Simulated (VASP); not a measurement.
## A VASP study of Si2W (LDA): structure first, properties next

Aim: relax Si2W with LDA, compute its properties on that cell and hold them against experiment. The steps: relaxing cell and atoms (LDA), second relaxation, single point with fields (LDA), band structure (LDA), total and projected DOS (LDA), band structure (LDA + SOC) and optical spectrum (LDA). The start is a cell from a database of measured crystal structures.

Program: VASP 6.6.1. Level of theory: LDA; plane waves and PAW (Si, W), in the first sound run; inputs show where later runs differ. Results are calculated unless marked as measured.

**Measured values to reproduce.**

For WSi2, tetragonal MoSi2-type (Czochralski-grown material), “Giant magnetoresistance, Fermi surface topology, Shoenberg effect and vanishing quantum oscillations in type-II Dirac semimetal candidates MoSi2 and WSi2” (2022, arxiv:2202.05362) gives, by powder X-ray diffraction: lattice constant a 3.21395 Å; lattice constant c 7.83128 Å.

Most raw output is cut from this account.

**1. Set-up**

Before any relaxation, the start is as follows. Symmetry: I4/mmm, No. 139, tetragonal system. The conventional cell has a = 3.214 Å, b = 3.214 Å, c = 7.830 Å, α = 90.00°, β = 90.00°, γ = 90.00°. Si has 5 Si at 2.59 to 2.63 Å and 5 W at 2.62 Å nearest. Nearest to W lie 10 Si at 2.62 Å. Farther neighbours are not listed.

As a file:

```xyz
3
Lattice="-1.6069 1.6069 3.9150 1.6069 -1.6069 3.9150 1.6069 1.6069 -3.9150" Properties=species:S:1:pos:R:3 pbc="T T T"
Si    0.0000    0.0000    2.6207
Si    0.0000    0.0000    5.2092
W     0.0000    0.0000    0.0000
```

**2. Relaxing cell and atoms (LDA)**

The start need not lie at this functional's minimum. ISIF = 3 frees volume, shape and positions, and EDIFFG sets the threshold on forces and stress at which the search stops. LDA, the lowest rung, knows the local density alone.

Input file INCAR:

```
SYSTEM = Si2W
PREC = Accurate
ENCUT = 400
EDIFF = 1E-06
NELM = 100
ISMEAR = 0
SIGMA = 0.05
LREAL = .FALSE.
ALGO = Normal
GGA = CA
NBANDS = 13
LASPH = .TRUE.
LORBIT = 11
LWAVE = .FALSE.
LCHARG = .FALSE.
KPAR = 2
IBRION = 2
NSW = 60
ISIF = 3
EDIFFG = -0.01
```

Input file POSCAR:

```
Si2W
1.0
   -1.6069000000      1.6069000000      3.9149500000
    1.6069000000     -1.6069000000      3.9149500000
    1.6069000000      1.6069000000     -3.9149500000
Si W
2 1
Direct
    0.3347000000      0.3347000000      0.0000000000
    0.6653000000      0.6653000000      0.0000000000
    0.0000000000      0.0000000000      0.0000000000
```

Input file KPOINTS:

```
Automatic mesh
0
Gamma
10 10 10
0 0 0
```

PAW data sets: Si and W (LDA family, release 64).

Launch:

```bash
$ mpirun -np 2 vasp_std
```

The job ended after 63 s (2 MPI ranks of AMD EPYC 7R43, shared host; peak memory 0.31 GiB; 2 min of CPU time).

The data set W keeps the semicore shell frozen, which is cheaper and a little less accurate. The run keeps the 16 symmetry operations of its start, so it cannot find a distortion of lower symmetry.

The steps of the relaxation:

| step | energy less that of the first step (eV) | largest force (eV/Å) | pressure (GPa) | volume (Å³) |
| --- | --- | --- | --- | --- |
| 1 | 0.0000 | 0.0963 | -5.64 | 40.44 |
| 2 | 0.0511 | 0.2211 | 12.71 | 37.72 |
| 3 | -0.0171 | 0.0007 | -0.10 | 39.51 |
| 4 | -0.0171 | 0.0028 | 0.01 | 39.49 |
| 5 | -0.0172 | 0.0030 | 0.03 | 39.48 |
| 6 | -0.0172 | 0.0026 | 0.03 | 39.48 |

| conventional cell, symmetrised | before | after | change |
| --- | --- | --- | --- |
| a (Å) | 3.214 | 3.187 | -0.8 % |
| b (Å) | 3.214 | 3.187 | -0.8 % |
| c (Å) | 7.830 | 7.773 | -0.7 % |
| volume (Å³/atom) | 13.48 | 13.16 | -2.4 % |

Final coordinates:

```xyz
3
Lattice="-1.5936 1.5936 3.8864 1.5936 -1.5936 3.8864 1.5936 1.5936 -3.8864" Properties=species:S:1:pos:R:3 pbc="T T T"
Si    0.0000    0.0000    2.6030
Si    0.0000    0.0000    5.1697
W     0.0000    0.0000    0.0000
```

Numbers from this step:

- electrons: 14
- bands: 13
- irreducible k-points: 102
- symmetry operations: 16
- free energy (TOTEN): -27.45 eV
- energy at zero smearing: -27.45 eV
- Fermi energy: 10.81 eV
- pressure: 0.02555 GPa
- metallic: yes
- SCF cycles over all ionic steps: 39

It ends with a largest force of 0.003 eV/Å and a pressure of 0.03 GPa. The volume lies -2.4 % from that of the database's start, which holds the thermal and zero-point expansion of its experiment.

**3. Second relaxation**

The basis stayed that of the start cell while the cell moved. A rerun from the cell reached resets it; the error of the finite cutoff stays.

INCAR is that of step 2.

Input file POSCAR:

```
Si2W
1.0
   -1.5936247427      1.5936247427      3.8863588592
    1.5936247427     -1.5936247427      3.8863588592
    1.5936247427      1.5936247427     -3.8863588592
Si W
2 1
Direct
    0.3348864609      0.3348864609      0.0000000000
    0.6651135391      0.6651135391      0.0000000000
    0.0000000000      0.0000000000      0.0000000000
```

KPOINTS is that of step 2.

Launch:

```bash
$ mpirun -np 2 vasp_std
```

Elapsed: 21 s, on 2 MPI ranks; peak memory 0.29 GiB.

Little changed from the start: no atom moved by 0.005 Å and no cell edge by 0.1 %.

Numbers from this step:

```
pressure                        : 0.009057 GPa
SCF cycles over all ionic steps : 12
```

It ends with a largest force of 0.003 eV/Å and a pressure of 0.01 GPa. The volume moved by under 0.01 %: the run met its threshold at the first step.

**4. Single point with fields (LDA)**

A single point on the relaxed cell gives a clean self-consistent state, with density, ELF and potential written out.

Changes to INCAR since step 3:

```diff
@@ -14,7 +14,5 @@
 LWAVE = .FALSE.
-LCHARG = .FALSE.
-KPAR = 2
-IBRION = 2
-NSW = 60
-ISIF = 3
-EDIFFG = -0.01
+LCHARG = .TRUE.
+ISIF = 2
+LELF = .TRUE.
+LVHAR = .TRUE.
```

POSCAR is that of step 3.

KPOINTS is that of step 3.

Launch:

```bash
$ mpirun -np 2 vasp_std
```

It took 25 s on 2 MPI ranks; peak memory 0.26 GiB; 47 s of CPU time.

This step gave:

```
SCF cycles : 12
bands      : 14
pressure   : 0.007934 GPa
```

Valence electrons inside each PAW sphere by angular momentum. Sphere charges, by row:

| atom | s (e) | p (e) | d (e) | tot (e) |
| --- | --- | --- | --- | --- |
| Si1 | 0.745 | 0.915 | 0 | 1.66 |
| Si2 | 0.745 | 0.915 | 0 | 1.66 |
| W3 | 0.571 | 0.692 | 4.566 | 5.829 |

Valence density in the ac plane of the conventional cell at fractional y = 0.000, with atoms of Si and W within 0.2 Å of it. It is the smooth field of the valence electrons, not physical close to the nuclei.

Values in e/Å³, 24 rows by 14 columns, each cell a mean:
```
 0.79  0.73  0.62  0.49  0.37  0.29  0.26  0.25  0.26  0.31  0.40  0.53  0.66  0.75
 0.59  0.61  0.58  0.47  0.35  0.28  0.25  0.25  0.26  0.30  0.38  0.51  0.60  0.60
 0.47  0.46  0.43  0.36  0.30  0.26  0.24  0.23  0.24  0.27  0.32  0.38  0.45  0.47
 0.40  0.39  0.35  0.31  0.26  0.23  0.21  0.20  0.21  0.24  0.28  0.32  0.37  0.39
 0.45  0.43  0.37  0.31  0.25  0.20  0.18  0.17  0.18  0.22  0.27  0.33  0.39  0.43
 0.47  0.46  0.41  0.34  0.27  0.20  0.16  0.15  0.17  0.22  0.29  0.37  0.43  0.46
 0.23  0.28  0.36  0.36  0.29  0.22  0.17  0.16  0.18  0.24  0.32  0.37  0.34  0.27
-0.10  0.04  0.27  0.37  0.33  0.25  0.20  0.19  0.21  0.28  0.35  0.36  0.20  0.00
 0.00  0.13  0.34  0.41  0.37  0.29  0.24  0.22  0.25  0.31  0.39  0.41  0.28  0.08
 0.30  0.36  0.42  0.42  0.36  0.30  0.26  0.24  0.26  0.32  0.38  0.43  0.41  0.34
 0.38  0.39  0.38  0.36  0.32  0.28  0.26  0.25  0.26  0.29  0.33  0.37  0.39  0.39
 0.34  0.34  0.33  0.31  0.29  0.27  0.25  0.25  0.26  0.27  0.30  0.32  0.33  0.34
 0.36  0.36  0.35  0.33  0.30  0.27  0.26  0.25  0.26  0.28  0.31  0.34  0.35  0.36
 0.38  0.40  0.42  0.39  0.35  0.29  0.26  0.25  0.27  0.31  0.36  0.40  0.41  0.39
 0.15  0.25  0.39  0.43  0.37  0.30  0.25  0.24  0.26  0.32  0.39  0.43  0.35  0.22
-0.12  0.04  0.28  0.39  0.35  0.27  0.22  0.20  0.23  0.30  0.37  0.38  0.21 -0.01
 0.04  0.15  0.31  0.36  0.31  0.23  0.19  0.17  0.19  0.26  0.33  0.36  0.26  0.11
 0.40  0.41  0.41  0.36  0.28  0.20  0.16  0.15  0.17  0.23  0.30  0.37  0.41  0.40
 0.48  0.45  0.40  0.33  0.26  0.20  0.17  0.16  0.17  0.21  0.28  0.35  0.42  0.46
 0.41  0.40  0.35  0.30  0.26  0.21  0.19  0.19  0.20  0.23  0.27  0.32  0.37  0.40
 0.42  0.41  0.38  0.33  0.28  0.24  0.23  0.22  0.23  0.25  0.29  0.34  0.39  0.42
 0.52  0.54  0.51  0.42  0.33  0.27  0.25  0.24  0.25  0.29  0.35  0.45  0.53  0.54
 0.68  0.67  0.62  0.50  0.37  0.29  0.26  0.25  0.26  0.31  0.40  0.54  0.65  0.68
 0.89  0.78  0.60  0.47  0.36  0.28  0.25  0.25  0.26  0.31  0.39  0.50  0.66  0.82
```
Columns run along a (3.2 Å), rows up along c (7.8 Å), edges of the conventional cell, whose origin can differ from the input's. Atoms in or near the plane, at fractional coordinates: Si at (0.00, 0.33), Si at (0.00, 0.67), W at (0.00, 0.00).

ELF in the ac plane of the conventional cell at fractional y = 0.000, with atoms of Si and W within 0.2 Å of it. It is the smooth field of the valence electrons, not physical close to the nuclei.

Ten even steps from '0' (0.00) to '9' (0.77), each cell a mean:
```
00011245421000
00122345432210
22334444443332
55554433344555
98865322235789
99875311236789
55665321246665
12466532356632
12578654578742
35788755678864
56777655567776
56666555566666
66676655566666
56788655678875
23688755578853
12477543467631
23566422346643
88775311236788
99875321235799
77665332345677
33444444444443
01233445433221
00012345422100
00001245321000
```
Columns run along a (3.2 Å), rows up along c (7.8 Å), edges of the conventional cell, whose origin can differ from the input's. Atoms in or near the plane, at fractional coordinates: Si at (0.00, 0.33), Si at (0.00, 0.67), W at (0.00, 0.00).

Electrostatic potential energy in the ac plane of the conventional cell at fractional y = 0.000, with atoms of Si and W within 0.2 Å of it. With pseudopotentials it is smooth inside the atoms' cores, unlike the true potential.

Ten even steps from '0' (-95 eV) to '9' (1 eV), each cell a mean:
```
66778999998766
77789999998877
88899999999988
99999999999999
99999999999999
67899999999987
12589999999742
00368999998510
00379999998620
34689999999864
88999999999998
99999999999999
99999999999999
67899999999976
12579999999741
00268999998510
01379999998620
45789999999864
88999999999998
99999999999999
88999999999998
77889999999887
66788999998776
66678999988766
```
Columns run along a (3.2 Å; values clipped at the 3rd and 97th percentile), rows up along c (7.8 Å), edges of the conventional cell, whose origin can differ from the input's. Atoms in or near the plane, at fractional coordinates: Si at (0.00, 0.33), Si at (0.00, 0.67), W at (0.00, 0.00).

In this run the pressure is 0.01 GPa, small enough to go on.

**5. Band structure (LDA)**

The mesh alone shows little of the dispersion and can miss band extrema, so KPOINTS_OPT adds a path through the symmetry points after the self-consistent cycle.

Input file INCAR:

```
SYSTEM = Si2W
PREC = Accurate
ENCUT = 400
EDIFF = 1E-06
NELM = 100
ISMEAR = 0
SIGMA = 0.05
LREAL = .FALSE.
ALGO = Normal
GGA = CA
NBANDS = 20
LASPH = .TRUE.
LORBIT = 11
LWAVE = .FALSE.
LCHARG = .FALSE.
KPAR = 2
```

POSCAR is that of step 4.

KPOINTS is that of step 4.

Input file KPOINTS_OPT:

```
Line mode
16
Line-mode
Reciprocal
  0.00000000   0.00000000   0.00000000 GAMMA
  0.00000000   0.00000000   0.50000000 X

  0.00000000   0.00000000   0.50000000 X
 -0.08407296   0.08407296   0.50000000 Y

 -0.08407296   0.08407296   0.50000000 Y
 -0.29203648   0.29203648   0.29203648 S

 -0.29203648   0.29203648   0.29203648 S
  0.00000000   0.00000000   0.00000000 GAMMA

  0.00000000   0.00000000   0.00000000 GAMMA
  0.50000000   0.50000000  -0.50000000 Z

  0.50000000   0.50000000  -0.50000000 Z
  0.29203648   0.70796352  -0.29203648 S1

  0.29203648   0.70796352  -0.29203648 S1
  0.00000000   0.50000000   0.00000000 N

  0.00000000   0.50000000   0.00000000 N
  0.25000000   0.25000000   0.25000000 P

  0.25000000   0.25000000   0.25000000 P
  0.50000000   0.50000000  -0.08407296 Y1

  0.50000000   0.50000000  -0.08407296 Y1
  0.50000000   0.50000000  -0.50000000 Z

  0.00000000   0.00000000   0.50000000 X
  0.25000000   0.25000000   0.25000000 P
```

Launch:

```bash
$ mpirun -np 2 vasp_std
```

Run time: 58 s. Hardware: 2 MPI ranks; peak memory 0.38 GiB.

Spin-orbit coupling is off here; with elements this heavy it splits and shifts levels by tenths of an eV or more.

Numbers from this step:

```
bands    : 20
pressure : 0.009133 GPa
```

The electronic bands at the labelled points (eV, zero at the Fermi level; # counts the bands kept):

| point | #3 | #4 | #5 | #6 | #7 | #8 | #9 | #10 |
| --- | --- | --- | --- | --- | --- | --- | --- | --- |
| Γ | -3.45 | -2.87 | -2.87 | 0.63 | 2.94 | 3.00 | 3.23 | 3.23 |
| 0.53 of the way | -5.54 | -3.26 | -2.75 | -2.02 | 2.87 | 3.43 | 3.90 | 4.35 |
| X | -5.44 | -5.05 | -3.33 | -1.68 | 2.96 | 3.02 | 3.21 | 4.00 |
| 0.47 of the way | -5.06 | -5.02 | -3.29 | -1.85 | 2.64 | 2.75 | 3.20 | 4.41 |
| Y | -5.15 | -4.06 | -3.18 | -2.28 | 2.09 | 2.17 | 3.12 | 5.30 |
| 0.47 of the way | -3.74 | -3.03 | -2.78 | -1.65 | 1.46 | 1.98 | 2.79 | 4.24 |
| S | -3.12 | -2.74 | -2.49 | -0.33 | 1.83 | 2.60 | 3.65 | 4.53 |
| 0.47 of the way | -4.26 | -2.57 | -2.06 | -1.88 | 1.65 | 2.46 | 3.80 | 5.12 |
| Γ | -3.45 | -2.87 | -2.87 | 0.63 | 2.94 | 3.00 | 3.23 | 3.23 |
| 0.47 of the way | -2.49 | -2.36 | -2.36 | 0.71 | 1.68 | 1.81 | 1.81 | 4.10 |
| Z | -2.61 | -0.76 | -0.76 | -0.51 | -0.51 | 0.81 | 4.67 | 5.07 |
| 0.47 of the way | -2.97 | -1.71 | -1.37 | -0.33 | 0.00 | 1.66 | 4.24 | 5.58 |
| S1 | -3.12 | -2.74 | -2.49 | -0.33 | 1.83 | 2.60 | 3.65 | 4.53 |
| 0.47 of the way | -3.72 | -2.81 | -2.75 | -0.43 | 2.44 | 3.05 | 3.26 | 4.37 |
| N | -4.86 | -2.85 | -2.83 | -0.45 | 2.76 | 2.90 | 4.07 | 4.58 |
| 0.47 of the way | -4.64 | -3.32 | -2.23 | -1.92 | 0.47 | 2.79 | 3.86 | 3.94 |
| P | -6.66 | -2.99 | -2.42 | -2.42 | 0.17 | 3.02 | 3.76 | 4.22 |
| 0.47 of the way | -5.86 | -3.72 | -2.97 | -2.08 | 1.15 | 2.78 | 3.77 | 4.12 |
| Y1 | -5.15 | -4.06 | -3.18 | -2.28 | 2.09 | 2.17 | 3.12 | 5.30 |
| 0.53 of the way | -4.82 | -1.82 | -1.67 | -0.70 | -0.04 | 1.70 | 3.96 | 5.65 |
| Z | -2.61 | -0.76 | -0.76 | -0.51 | -0.51 | 0.81 | 4.67 | 5.07 |
| jump to X | -5.44 | -5.05 | -3.33 | -1.68 | 2.96 | 3.02 | 3.21 | 4.00 |
| 0.47 of the way | -6.22 | -3.97 | -3.06 | -1.86 | 1.43 | 3.02 | 3.69 | 4.05 |
| P | -6.66 | -2.99 | -2.42 | -2.42 | 0.17 | 3.02 | 3.76 | 4.22 |

Of the projections kept (Si, W), the largest for each band there; the rest of the weight can lie on other orbitals:

| point | #3 | #4 | #5 | #6 | #7 | #8 | #9 | #10 |
| --- | --- | --- | --- | --- | --- | --- | --- | --- |
| Γ | W 1.00 | W 0.68 | W 0.68 | W 1.00 | Si 0.72 | - | Si 0.62 | Si 0.62 |
| X | Si 0.89 | W 0.66 | W 0.86 | W 0.64 | Si 0.73 | W 1.00 | W 0.94 | W 0.89 |
| Y | W 0.65 | Si 0.67 | W 0.86 | W 0.73 | Si 0.54 | W 0.98 | W 0.89 | W 0.73 |
| S | W 0.85 | W 0.79 | W 0.73 | W 0.99 | W 0.91 | W 0.91 | W 0.54 | Si 0.89 |
| Γ | W 1.00 | W 0.68 | W 0.68 | W 1.00 | Si 0.72 | - | Si 0.62 | Si 0.62 |
| Z | W 0.91 | Si 0.80 | Si 0.80 | W 0.93 | W 0.93 | W 1.00 | Si 0.97 | Si 0.71 |

There is no gap at this level.

**6. Total and projected DOS (LDA)**

A density of states needs more k-points than a total energy; ISMEAR = -5 takes tetrahedra, and LORBIT projects the states on the PAW spheres. The mesh is finer than in the run before.

Changes to INCAR since step 5:

```diff
@@ -5,3 +5,3 @@
 NELM = 100
-ISMEAR = 0
+ISMEAR = -5
 SIGMA = 0.05
@@ -16 +16,2 @@
 KPAR = 2
+NEDOS = 2001
```

POSCAR is that of step 5.

Input file KPOINTS:

```
Automatic mesh
0
Gamma
14 14 14
0 0 0
```

Launch:

```bash
$ mpirun -np 2 vasp_std
```

It took 76 s on 2 MPI ranks; peak memory 0.45 GiB; 2.4 min of CPU time.

With tetrahedra the forces and stress of a metal are not exact derivatives of the energy.

Numbers from this step:

| Quantity | Value |
| --- | --- |
| SCF cycles | 13 |
| irreducible k-points | 244 |
| Fermi energy | 10.82 eV |
| pressure | -6.42e-5 GPa |
| DOS at the Fermi level | 0.2133 states/eV/cell |

The density of states has structure finer than the step of the table below, so its rows give means over 0.5 eV, whole bins alone (the curve runs from -12.0 to 5.79 eV). Peaks (eV: height): total -2.44: 4.64, 2.70: 2.92, 3.07: 2.20, 4.54: 3.00; W d -2.51: 2.13, 2.70: 1.44, 3.14: 1.02, 4.54: 0.996; Si p -6.55: 0.301, -2.44: 0.715, 2.70: 0.278, 4.54: 0.419; Si s -9.63: 0.377, -4.34: 0.115, 2.63: 0.253, 4.54: 0.195; W p -2.36: 0.394.

States under -12.0 eV and over 5.8 eV are left out. Density of states against energy, zero at the Fermi level; means over each step; values in states/eV/cell:

| energy (eV) | total | W d | Si p | Si s | W p | W s |
| --- | --- | --- | --- | --- | --- | --- |
| -11.5 | 0.492 | 0.0156 | 0.0220 | 0.164 | 0.0268 | 0.0430 |
| -11.0 | 0.535 | 0.0268 | 0.0282 | 0.174 | 0.0295 | 0.0409 |
| -10.5 | 0.689 | 0.0494 | 0.0416 | 0.217 | 0.0370 | 0.0498 |
| -10.0 | 0.773 | 0.0851 | 0.0457 | 0.246 | 0.0412 | 0.0420 |
| -9.5 | 0.934 | 0.134 | 0.0576 | 0.295 | 0.0499 | 0.0381 |
| -9.0 | 0.856 | 0.116 | 0.0679 | 0.249 | 0.0489 | 0.0320 |
| -8.5 | 0.728 | 0.126 | 0.0690 | 0.193 | 0.0303 | 0.0206 |
| -8.0 | 0.613 | 0.123 | 0.0682 | 0.145 | 0.0198 | 0.0157 |
| -7.5 | 0.621 | 0.128 | 0.0912 | 0.102 | 0.0164 | 0.0393 |
| -7.0 | 0.643 | 0.130 | 0.116 | 0.0626 | 0.0194 | 0.0628 |
| -6.5 | 1.21 | 0.248 | 0.272 | 0.0442 | 0.0488 | 0.0899 |
| -6.0 | 1.08 | 0.219 | 0.242 | 0.0316 | 0.0546 | 0.0779 |
| -5.5 | 0.862 | 0.203 | 0.172 | 0.0550 | 0.0384 | 0.0437 |
| -5.0 | 0.805 | 0.202 | 0.134 | 0.0748 | 0.0357 | 0.0462 |
| -4.5 | 1.44 | 0.454 | 0.209 | 0.103 | 0.0615 | 0.102 |
| -4.0 | 1.28 | 0.483 | 0.175 | 0.0727 | 0.0520 | 0.0675 |
| -3.5 | 1.66 | 0.673 | 0.230 | 0.0872 | 0.0826 | 0.0581 |
| -3.0 | 2.77 | 1.33 | 0.389 | 0.0737 | 0.138 | 0.0392 |
| -2.5 | 4.24 | 1.91 | 0.649 | 0.0633 | 0.331 | 0.0280 |
| -2.0 | 1.71 | 0.758 | 0.270 | 0.0304 | 0.126 | 0.00569 |
| -1.5 | 1.02 | 0.558 | 0.135 | 0.0190 | 0.0294 | 0.00106 |
| -1.0 | 0.810 | 0.527 | 0.0726 | 0.0104 | 0.0105 | 6.6e-4 |
| -0.5 | 0.724 | 0.535 | 0.0439 | 0.00271 | 0.00633 | 3.7e-4 |
| 0.0 | 0.229 | 0.139 | 0.0298 | 0.00128 | 0.00593 | 2.5e-4 |
| 0.5 | 0.503 | 0.230 | 0.0668 | 0.0483 | 0.00921 | 0.00252 |
| 1.0 | 0.789 | 0.357 | 0.108 | 0.0624 | 0.0166 | 0.00394 |
| 1.5 | 1.22 | 0.540 | 0.155 | 0.0981 | 0.0314 | 0.0231 |
| 2.0 | 1.79 | 0.820 | 0.190 | 0.133 | 0.0470 | 0.0523 |
| 2.5 | 2.57 | 1.22 | 0.258 | 0.227 | 0.0673 | 0.0719 |
| 3.0 | 2.03 | 0.894 | 0.210 | 0.147 | 0.0533 | 0.116 |
| 3.5 | 1.64 | 0.599 | 0.170 | 0.0955 | 0.0433 | 0.130 |
| 4.0 | 1.68 | 0.594 | 0.202 | 0.0929 | 0.0467 | 0.0834 |
| 4.5 | 2.48 | 0.841 | 0.339 | 0.147 | 0.0706 | 0.124 |
| 5.0 | 1.45 | 0.395 | 0.251 | 0.0692 | 0.0704 | 0.0608 |
| 5.5 | 1.52 | 0.404 | 0.252 | 0.0808 | 0.0953 | 0.0505 |

The finer mesh and the other smearing move the Fermi level by +0.01 eV from the 10×10×10 run, a small shift, which tests the Fermi level alone. Of the states within 0.3 eV of the Fermi level, the largest shares in the PAW spheres are W d 60 % and Si p 13 %. The rest lies in smaller channels or between the spheres.

[end of part 1 of 2]

[Lines on the potential files, build, host, timing and source positions are cut from VASP's logs without a mark.]

[Logs are printed without paths, hosts, clocks, repeated set-up lines and the standing remarks that a program may print on its own settings, such as how far it seeks lower states.]

[Hosts, paths, dates, database ids (printed as entryN), source tags and the programs' standing remarks are cut or masked in the printed files.]

[A measured line is paired with the nearest computed mode of its activity, which favours agreement.]
